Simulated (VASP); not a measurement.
Ni (fcc) is relaxed at rising pressure, each step from the one before. Symmetry mostly holds the structure type, and other phases were not tried. The mesh follows the cell, and a change of mesh leaves a small step in the series.

Input:

```cif
data_Ni
_chemical_formula_sum 'Ni1'
_space_group_name_H-M_alt 'P 1'
_space_group_IT_number 1
_cell_length_a 2.48683
_cell_length_b 2.48683
_cell_length_c 2.48683
_cell_angle_alpha 60.000
_cell_angle_beta 60.000
_cell_angle_gamma 60.000
loop_
_space_group_symop_operation_xyz
  'x, y, z'
loop_
_atom_site_label
_atom_site_type_symbol
_atom_site_fract_x
_atom_site_fract_y
_atom_site_fract_z
_atom_site_occupancy
Ni1 Ni 0.00000 0.00000 0.00000 1
```
Starting moments (μB, in the order of the record's atoms Ni): 0.6.

Level of theory: PBE GGA, VASP's PBE PAW potentials (set 64) (plane waves; VASP). Numerical set-up: 500 eV cut-off, 18×18×18 Γ-centred mesh, first-order Methfessel-Paxton smearing of 0.10 eV, potentials Ni.

```tsv
P (GPa)	V (Å³/atom)	H − H(0) (eV/atom)	space group	gap on the mesh (eV)	k-mesh
0	10.87	0.000	Fm-3m	0.00	18×18×18
5	[?]	[?]	Fm-3m	0.00	18×18×18
10	10.39	0.663	Fm-3m	0.00	18×18×18
20	10.02	1.300	Fm-3m	0.00	18×18×18
30	9.70	1.914	Fm-3m	0.00	18×18×18
45	[?]	[?]	Fm-3m	0.00	19×19×19
```

### Question
What belongs in the gaps?

### Answer

- 45, V (Å³/atom): 9.30
- 45, H − H(0) (eV/atom): 2.806
- 5, V (Å³/atom): 10.62
- 5, H − H(0) (eV/atom): 0.335

Pressures at which the relaxation failed are left out.

The compound is Ni in the fcc structure. The spin order is the one that the start imposed; others were not tried in this run.
